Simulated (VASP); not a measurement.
```xyz
2
Lattice="0.0000 3.2405 3.2405 3.2405 0.0000 3.2405 3.2405 3.2405 0.0000" Properties=species:S:1:pos:R:3 pbc="T T T"
Sr     0.0000     0.0000     0.0000
Te     3.2405     3.2405     3.2405
```

Level of theory: PBEsol GGA, VASP's PBE PAW potentials (set 64) (plane waves; VASP). Numerical set-up: 520 eV cut-off, 7×7×7 Γ-centred mesh, Gaussian smearing of 0.050 eV, potentials Sr_sv Te.

Task: The job: SrTe (rock salt), 2 atoms, PBEsol, static run, 520 eV, 7×7×7 Γ-centred mesh. Roughly how much core time does it take on a busy server core?

Result: About 10 core-seconds (one run on a shared machine, a rough figure). It had 20 irreducible k-points, 12 bands, up to 1862 plane waves and 12 electronic steps.

The compound is SrTe in the rock salt structure. This cell is one point of a volume scan, at 0.94 of the reference volume.
